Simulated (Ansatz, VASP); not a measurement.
# MoS2 in two plane-wave programs

Wanted: the spread between two codes on one cell, functional and k mesh. The structure shown is the start of the Ansatz relaxation below; VASP solves that cell, so the two are compared at the walk's first step.

Main program and level: Ansatz 0.2.0; plane waves, with VASP 6.6.1 beside it; single point at LDA.

## (1) Starting point

The cell holds 3 atoms: 1 Mo and 2 S. Its edges and angles: a = 3.169 Å, b = 3.169 Å, c = 30.061 Å, α = 90.0°, β = 90.0°, γ = 120.0°. It derives from MoS2. As first built, before any earlier steps moved the atoms (in the runner's words): one layer cut from layered MoS2 (space group P6_3/mmc). Vacuum lies along c. The height across the vacuum is the one that the program set for its solve, not the one typed.

## (2) Ansatz: relaxation, LDA

Ansatz runs on its default PAW (the set named soft_2) files.

The two programs are compared at the cell with which this relaxation starts, whose forces are those of its first step.

File input.yaml:

```yaml
crystal:
  lattice:
    - [3.169, 0.0, 0.0]
    - [-1.5845, 2.7444345, 0.0]
    - [0.0, 0.0, 19.130296]
  atoms:
    - { symbol: Mo, position: [0.0, 0.0, 0.5] }
    - { symbol: S, position: [0.66666667, 0.33333333, 0.41818485] }
    - { symbol: S, position: [0.66666667, 0.33333333, 0.58181515] }
  periodic: [true, true, false]
kpoints:
  mp_grid: { grid: [8, 8, 1] }
scf:
  occupations: { method: fermi_dirac, width: 0.05 }
hamiltonian:
  xc: lda
output:
  forces: true
  stress: true
  write_density: true
  write_potential: true
  elf: true
  volumetric_format: npy
relax:
  f_tol: 0.02
  max_steps: 50
  cell: {}
```

The run is started by

```bash
> ansatz run input.yaml --threads 1 --pin off --max-ram 4096MiB --backend cpu --events-out ev --progress --plain --runs-dir out
```

Numbers of over 12 decimals in the logs are rounded to 6 here.

The log of the run:

```text
Warning: crystal.periodic: the lattice vector that does not repeat stood 0.000° off the slab's normal, 19.130 Å along it as the deck builds it. The run solves the slab on a vector along the normal, 30.061 Å long, with every atom where it was (on the deck's vector they left 16.00 Å outside them, and the widest stretch free of ions among them is 1.57 Å). A fractional position that the run reports is one of the run's ce [...]
crystal.periodic: the lattice vector that does not repeat stood 0.000° off the slab's normal, 19.130 Å along it as the deck builds it. The run solves the slab on a vector along the normal, 30.061 Å long, with every atom where it was (on the deck's vector they left 16.00 Å outside them, and the widest stretch free of ions among them is 1.57 Å). A fractional position that the run reports is one of the run's cell, which [...]
Engine: ansatz 0.2.0, aarch64-unknown-linux-gnu
Pseudopotentials: kind: paw
Pseudopotential: Mo, paw, valence charge 14, recommended cutoff 420 eV (normal), Mo.paw.azcp
Pseudopotential: S, paw, valence charge 6, recommended cutoff 420 eV (normal), S.paw.azcp
Functional definition: SPW92
  exchange = slater_x
  correlation = pw_c
Crystal: 3 atoms, lattice volume = 261.440 Å³
Basis set: ecut = 420 eV, 5093 PW (Γ)
Bands: 17, of which v1, the nominal top of the filled ones, is band 13 counted from 1 (12 counted from 0)
Symmetry: 12 space group operations
Space group: P-6m2 (ITA 187), of the structure as read, at distance tolerance 6.4e-5 Å
k-points: 10 of 64 (time reversal used)
Non-local potential: Mo, projectors of the file, l = 0: 3, l = 1: 2, l = 2: 2, l = 3: 1
Non-local potential: S, projectors of the file, l = 0: 2, l = 1: 2, l = 2: 2
PAW form: soft (Blöchl's): semilocal exchange-correlation on the pseudo side does not see the compensation charge
PAW frozen core: Mo, regenerated for the run's functional, and the local potential with it (the file was generated under x = pbe(κ = 0.804, μ = 0.219515), c = pbe(β = 0.066725))
PAW frozen core: S, regenerated for the run's functional, and the local potential with it (the file was generated under x = pbe(κ = 0.804, μ = 0.219515), c = pbe(β = 0.066725))
PAW one-centre angular grid: Mo, 590 points (default); XC on 64 Gauss nodes
PAW one-centre angular grid: S, 110 points (default); XC on 64 Gauss nodes
Initial density: superposition of atomic densities (neutral atoms: chi_scale 0, normalization atom), corrected by the library's trained network
Initial wavefunctions: pseudopotential atomic-orbital guess
Functional: x = slater, c = lda
SCF iter   1: F=—  HF=-6584.737361 eV  |F-HF|=—  |Δ(HF+E_count)|=         —  Δρ=3.66e-3  dr2=3.41e-2  ethr=1.77e-3  ⟨swp⟩=14.5  Hψ=1677  notcnv=0
preconditioner: auto → none  [insulator: Δε(μ)=1.891 eV  Ē_g=8.000 eV  σ=0.050 eV  W_gap=1.00  n_scr=16 (ndim 8)  ℏωp=9.7 eV  f_vac=0.766  D(μ)=0.00/eV (n_scr^D=0)  ε∞_Penn≈2.5]
[...]
SCF 2 converged in 6 iterations: F = -6584.776826 eV  dr2 = 1.88e-7
relax step   2: F+E_penalty+E_count = -6584.77682577 eV  Δ(F+E_penalty+E_count) = -3.888e-2 eV  max|allowed force component| = 7.893e-2 eV/Å  Δτ_max = 0.0145 Å  P = +0.464 N/m  Ω = 252.584 Å³  energy of the carried Pulay correction = +1.495e-4 eV  fix = [c, alpha, beta]  reactions: c +0.000 N/m  (6 SCF iters, dr2 threshold 3.00e-7 eV, accepted)
[...]
relax step   3: F+E_penalty+E_count = -6584.77737099 eV  Δ(F+E_penalty+E_count) = -5.452e-4 eV  max|allowed force component| = 1.021e-2 eV/Å  Δτ_max = 0.0026 Å  P = -0.024 N/m  Ω = 253.419 Å³  energy of the carried Pulay correction = +1.352e-4 eV  fix = [c, alpha, beta]  reactions: c +0.000 N/m  (6 SCF iters, dr2 threshold 3.00e-7 eV, accepted)
[...]
relax step   4: F+E_penalty+E_count = -6584.77724957 eV  Δ(F+E_penalty+E_count) = +1.214e-4 eV  max|allowed force component| = 1.013e-2 eV/Å  Δτ_max = 0.0000 Å  P = -0.025 N/m  Ω = 253.419 Å³  fix = [c, alpha, beta]  reactions: c +0.000 N/m  stress off target by 2.48e-2 N/m on what of the cell is left free  SCF on the basis re-selected at this cell (its energy is not comparable with the rows above)  (7 SCF iters)
basis re-selected at this cell: Δ(F+E_penalty+E_count) = +1.214e-4 eV, ΔP = -0.001 N/m vs the last step (what re-selecting the basis moved, of the pressure what is left beyond the Pulay correction that the steps carried, after the strain that the cell walked since its last selection, with what the two solves' SCF thresholds leave and, on support functions, any second-order correction that the steps lacked; it is no m [...]
WARN: The output density's exchange-correlation potential varies sharply where the density is thin. Do not read a vacuum level from v_tot or v_xc, or from such a field of the output density. On a cell that repeats whose density bears no net charge and no dipole along the vacuum's axis use v_es (v_loc + v_h of the components); under efield.dipole_correction with no amplitude use v_es + v_field, which holds any externa [...]
SCF converged after 7 iterations
Free energy (F): -6584.777250 eV
Harris-Foulkes:  -6584.777250 eV  (|F-HF|=2.91e-11)
Internal energy: -6584.777250 eV  (E = F + TS)
E sigma→0 (E₀):  -6584.777250 eV
Fermi energy:    -5.222067 eV
--- Per-component energies (eV) ---
  E_band       = -581.589214
  E_kinetic    = 659.531995
  E_local      = -46006.273068  (includes V_loc(G=0)·N_el)
  E_nonlocal   = 206.355995
  E_hartree    = 22561.624829
  E_xc         = -376.576188
  E_vxc        = -406.257789  (∫ρ·V_xc dr)
  E_paw        = -4226.890084  (= ΣΔE_a)
  E_vpaw       = -158.195767  (= ΣTr[D̂ρ^β])
  E_aug_tail   = 0.000021  (compensation charges beyond the density's cutoff)
  E_ewald      = 20596.670039
  E_core_change = 0.779211  (= ΣΔE_core)
  E_smearing   = -0.000000  (= −TS)
  E_closure    = -0.000000  (closes the sum)
  Σ components = -6584.777250   (vs F -6584.777250, Δ=0.00e0)
--- Forces (eV/Å), atoms counted from 1 ---
  atom   1  Mo     0.00000000     0.00000000     0.00000000
  atom   2  S     -0.00000000     0.00000000     0.01013458
  atom   3  S     -0.00000000     0.00000000    -0.01013458
  max |Σ_I F_I| component: 1.57e-16 eV/Å
--- 2D stress c σ (N/m, compression-positive) ---
       -0.024840       0.000000       0.000000
        0.000000      -0.024840       0.000000
        0.000000       0.000000       0.000000
  P = ½ c Tr σ = -0.0248 N/m
--- Band table (eV; the first three rows and the last of 10) ---
  k-point 0: bands = [... 9 lower, -8.0496, -7.6147, -7.6147, -6.2700, -3.2055, -3.2055, -2.9171, -2.9171]
  k-point 1: bands = [... 9 lower, -8.5362, -7.9814, -7.2014, -6.3759, -3.5370, -3.4436, -3.1851, -2.8058]
  k-point 2: bands = [... 9 lower, -8.6657, -7.8821, -7.4759, -6.9463, -3.9547, -3.6311, -3.1099, -2.1253]
  k-point 9: bands = [... 9 lower, -9.4018, -9.2432, -8.2020, -6.2955, -4.1149, -2.9906, -2.5500, -1.0942]
--- Relaxed structure (3 steps of the walk, 3 accepted, 1 SCFs on fresh bases) ---
  F+E_penalty+E_count = -6584.77724957 eV   max|allowed force component| = 1.013e-2 eV/Å   (the final SCF, on the basis selected at the relaxed cell)
  cell:  # Å, volume = 253.4188 Å³
    - [3.120006, 0.0, 0.0]
    - [-1.560003, 2.702004, 0.0]
    - [0.0, 0.0, 30.060592]
  atoms:
    - { symbol: Mo, position: [-2.4671622953265834e-17, -4.934324549294137e-17, 0.318196] }
    - { symbol: S, position: [0.666667, 0.333333, 0.266524] }
    - { symbol: S, position: [0.666667, 0.333333, 0.369868] }
```

The column dr2 measures how far the density is from self-consistency, as an energy; F and HF (Harris–Foulkes) agree once it is small.

## (3) VASP: single point, LDA, start cell

The same cell, functional (in two slightly different forms), mesh and smearing now go to VASP, with its own data sets.

Lines of VASP's logs that name or quote its potential files are left out, and so is its time.

File INCAR:

```
SYSTEM = MoS2
PREC = Accurate
ENCUT = 400
EDIFF = 1E-06
NELM = 120
ISMEAR = -1
SIGMA = 0.05
LREAL = .FALSE.
ALGO = Normal
GGA = CA
NBANDS = 19
LASPH = .TRUE.
LORBIT = 11
LWAVE = .FALSE.
LCHARG = .FALSE.
ISIF = 2
LDIPOL = .TRUE.
IDIPOL = 3
DIPOL = 0.5 0.5 0.318
LVHAR = .TRUE.
GGA_COMPAT = .FALSE.
EFERMI = MIDGAP
NELMDL = -8
```

File POSCAR:

```
MoS2
1.0
    3.1690000000      0.0000000000      0.0000000000
   -1.5845000000      2.7444350000      0.0000000000
    0.0000000000      0.0000000000     30.0605920000
Mo S
1 2
Direct
    0.0000000000      0.0000000000      0.3181955964
    0.6666667274      0.3333334548      0.2661291567
    0.6666667274      0.3333334548      0.3702620361
```

File KPOINTS:

```
Automatic mesh
0
Gamma
8 8 1
0 0 0
```

Potentials, in the order of the species: Mo_sv and S (LDA family, release 64).

The run is started by

```bash
> mpirun -np 1 vasp_std
```

The log of the run:

```text
[banner, memory and clock lines left out]
running    1 mpi-ranks, on    1 nodes
 distrk:  each k-point on    1 cores,    1 groups
 distr:  one band on    1 cores,    1 groups

 POSCAR found type information on POSCAR MoS
 POSCAR found :  2 types and       3 ions
 LDA part: xc-table for (Slater(with rela. corr.)+CA(PZ))
 , standard interpolation
 POSCAR, INCAR and KPOINTS ok, starting setup
 FFT: planning ... GRIDC
 FFT: planning ... GRID_SOFT
 FFT: planning ... GRID
 WAVECAR not read
 entering main loop
       N       E                     dE             d eps       ncg     rms          rms(c)
DAV:   1     0.134549596414E+03    0.13455E+03   -0.11868E+04   540   0.838E+02
DAV:   2    -0.156056192947E+02   -0.15016E+03   -0.14679E+03   558   0.205E+02
DAV:   3    -0.257209715690E+02   -0.10115E+02   -0.10072E+02   522   0.516E+01
DAV:   4    -0.258540681069E+02   -0.13310E+00   -0.13286E+00   481   0.657E+00
DAV:   5    -0.258573200026E+02   -0.32519E-02   -0.32516E-02   516   0.980E-01
DAV:   6    -0.258574319691E+02   -0.11197E-03   -0.11196E-03   503   0.160E-01
DAV:   7    -0.258574374490E+02   -0.54799E-05   -0.54797E-05   500   0.313E-02
DAV:   8    -0.258574377494E+02   -0.30041E-06   -0.30028E-06   471   0.681E-03    0.243E+01
DAV:   9    -0.247486823596E+02    0.11088E+01   -0.11104E+01   443   0.217E+01    0.849E+00
DAV:  10    -0.245366496674E+02    0.21203E+00   -0.53947E+00   452   0.145E+01    0.623E+00
DAV:  11    -0.243319858203E+02    0.20466E+00   -0.10914E+00   455   0.678E+00    0.132E+00
DAV:  12    -0.243294851812E+02    0.25006E-02   -0.28181E-02   442   0.108E+00    0.583E-01
DAV:  13    -0.243273074394E+02    0.21777E-02   -0.11393E-02   436   0.729E-01    0.939E-02
DAV:  14    -0.243272912544E+02    0.16185E-04   -0.47550E-04   464   0.150E-01    0.520E-02
[...]
DAV:  18    -0.243279961353E+02   -0.13517E-03   -0.32066E-05   429   0.286E-02    0.507E-03
DAV:  19    -0.243281544095E+02   -0.15827E-03   -0.12388E-05   396   0.119E-02    0.460E-03
DAV:  20    -0.243282069293E+02   -0.52520E-04   -0.18064E-06   406   0.395E-03    0.247E-03
DAV:  21    -0.243282301649E+02   -0.23236E-04   -0.11357E-06   359   0.392E-03    0.125E-03
DAV:  22    -0.243282393891E+02   -0.92242E-05   -0.37766E-07   382   0.168E-03    0.128E-03
DAV:  23    -0.243282456624E+02   -0.62733E-05   -0.16339E-07   326   0.150E-03    0.218E-04
DAV:  24    -0.243282499414E+02   -0.42789E-05   -0.15052E-07   333   0.984E-04    0.374E-04
DAV:  25    -0.243282508410E+02   -0.89962E-06   -0.13149E-08   265   0.662E-04
   1 F= -.24328251E+02 E0= -.24328251E+02  d E =-.103028E-08
```

Parts of OUTCAR (step 3):

```text
ion  position               nearest neighbor table
   1  0.000  0.000  0.318-   2 2.41   3 2.41   2 2.41   3 2.41   2 2.41   3 2.41
   2  0.667  0.333  0.266-   1 2.41   1 2.41   1 2.41
   3  0.667  0.333  0.370-   1 2.41   1 2.41   1 2.41

  LATTYP: Found a hexagonal cell.
 ALAT       =     3.1690000000
 C/A-ratio  =     9.4858289681

 Subroutine GETGRP returns: Found 12 space group operations
 (whereof  6 operations were pure point group operations)

The static configuration has the point symmetry C_3v.
 The point group associated with its full space group is D_3h.

 Found     10 irreducible k-points:

   k-points           NKPTS =     10   k-points in BZ     NKDIM =     10   number of bands    NBANDS=     19

   dimension x,y,z NGX =    24 NGY =   24 NGZ =  196
   dimension x,y,z NGXF=    48 NGYF=   48 NGZF=  392

   ENCUT  =  400.0 eV  29.40 Ry    5.42 a.u.   5.17  5.17 49.02*2*pi/ulx,y,z

   NELECT =      26.0000    total number of electrons

 k-points in reciprocal lattice and weights: Automatic mesh
   0.00000000  0.00000000  0.00000000       0.016
   0.12500000 -0.00000000  0.00000000       0.094
   0.25000000 -0.00000000  0.00000000       0.094
   0.37500000  0.00000000  0.00000000       0.094
   0.50000000 -0.00000000  0.00000000       0.047
   0.12500000  0.12500000  0.00000000       0.094
   0.25000000  0.12500000  0.00000000       0.188
   0.37500000  0.12500000  0.00000000       0.188
   0.25000000  0.25000000  0.00000000       0.094
   0.37500000  0.25000000  0.00000000       0.094

 dipolmoment           0.000000      0.000000      0.000008 electrons x Angstroem

 average (electrostatic) potential at core
       1 -85.0783       2 -95.1658       3 -95.1658

 E-fermi :  -2.6364

 k-point     1 :       0.0000    0.0000    0.0000
  band No.  band energies     occupation
    ...
      9      -6.1078      2.00000
     10      -5.3324      2.00000
     11      -4.9899      2.00000
     12      -4.9899      2.00000
     13      -3.5766      2.00000
     14      -0.7241      0.00000
     15      -0.7240      0.00000
     16      -0.4687      0.00000
     17      -0.4687      0.00000
     18       2.0342      0.00000
    ...

 k-point     2 :       0.1250   -0.0000    0.0000
  band No.  band energies     occupation
    ...
      9      -6.1277      2.00000
     10      -5.8651      2.00000
     11      -5.3357      2.00000
     12      -4.5740      2.00000
     13      -3.6997      2.00000
     14      -1.0216      0.00000
     15      -0.9489      0.00000
     16      -0.7156      0.00000
     17      -0.3487      0.00000
     18       2.4421      0.00000
    ...

 k-point     3 :       0.2500   -0.0000    0.0000
  band No.  band energies     occupation
    ...
      9      -7.1188      2.00000
     10      -5.9846      2.00000
     11      -5.2588      2.00000
     12      -4.8334      2.00000
     13      -4.2685      2.00000
     14      -1.3764      0.00000
     15      -1.1354      0.00000
     16      -0.6208      0.00000
     17       0.2999      0.00000
     18       3.2293      0.00000
    ...

  Total       -2.0582055     -2.0582062     -1.7828547      0.0000000      0.0000000      0.0000000
  in kB      -12.6132381    -12.6132426    -10.9258146      0.0000000      0.0000000      0.0000000
  external PRESSURE =     -12.0507651 kB  Pullay stress =       0.0000000 kB

  energy-cutoff  :      400.00
  volume of cell :      261.44
      direct lattice vectors                 reciprocal lattice vectors
     3.169000000  0.000000000  0.000000000     0.315556958  0.182186862  0.000000000
    -1.584500000  2.744435000  0.000000000     0.000000000  0.364373724  0.000000000
     0.000000000  0.000000000 30.060592000     0.000000000  0.000000000  0.033266145

 POSITION                                       TOTAL-FORCE (eV/Angst)
 -----------------------------------------------------------------------------------
      0.00000      0.00000      9.56515         0.000000      0.000000      0.000000
      1.58450      0.91481      8.00000        -0.000000      0.000000      0.539380
      1.58450      0.91481     11.13030        -0.000000     -0.000000     -0.539380
 -----------------------------------------------------------------------------------
    total drift:                                0.000000     -0.000332      0.000103

  FREE ENERGIE OF THE ION-ELECTRON SYSTEM (eV)
  ---------------------------------------------------
  free  energy   TOTEN  =       -24.3282508410 eV

  energy  without entropy=      -24.3282508399  energy(sigma->0) =      -24.32825084

 vacuum level on the upper side and lower side of the slab         2.634         2.634

 total charge
# of ion       s       p       d       tot
------------------------------------------
    1        2.294   6.222   3.965  12.481
    2        1.361   2.327   0.000   3.688
    3        1.361   2.327   0.000   3.688
--------------------------------------------------
tot          5.017  10.875   3.965  19.858

[... 3 further parts left out ...]
```

This run has no spin polarisation, so a moment on Mo, if there is one, isn't seen.

## (4) Differences

Known differences besides the potentials themselves: the two LDA forms differ slightly; Ansatz cuts the interaction across the vacuum, VASP repeats the sheet with a dipole correction; the cutoff is 420 eV in Ansatz and 400 eV in VASP; VASP's log shows a relativistic correction to its local exchange, Ansatz's none. Total energies have different zeros and are not compared.

Forces (eV/Å; atoms numbered as in POSCAR):

```
atom        Ansatz x, y, z          VASP x, y, z
 Mo1   0.000, 0.000, 0.000   0.000, 0.000, 0.000
  S2   0.000, 0.000, 0.558   0.000, 0.000, 0.539
  S3  0.000, 0.000, -0.558  0.000, 0.000, -0.539
```

The forces differ by 8.8 meV/Å r.m.s., which is 3.5 % of the r.m.s. force of 0.254 eV/Å (both taken over all components). With vacuum in the cell, a pressure given here is an average over mostly empty space and none of the material.

## (5) Outcome

| Item | Value |
| --- | --- |
| r.m.s. force difference (single point, LDA, start cell) | 3.5 % of the r.m.s. force |

**Reading.** The r.m.s. force difference is 3.5 % of the r.m.s. force (single point, LDA, start cell), beyond the 3 % picked in this series as the mark of a large difference. 1 further run of this series is not shown here. Such differences can come from data sets, numerical settings and the points named under the comparisons, not from the functional's error against experiment.

[Lines on the potential files, build, host, timing and source positions are cut from VASP's logs without a mark.]

[Logs are printed without paths, hosts, clocks, repeated set-up lines and the standing remarks that a program may print on its own settings, such as how far it seeks lower states.]

[Hosts, paths, dates, database ids (printed as entryN), source tags and the programs' standing remarks are cut or masked in the printed files.]
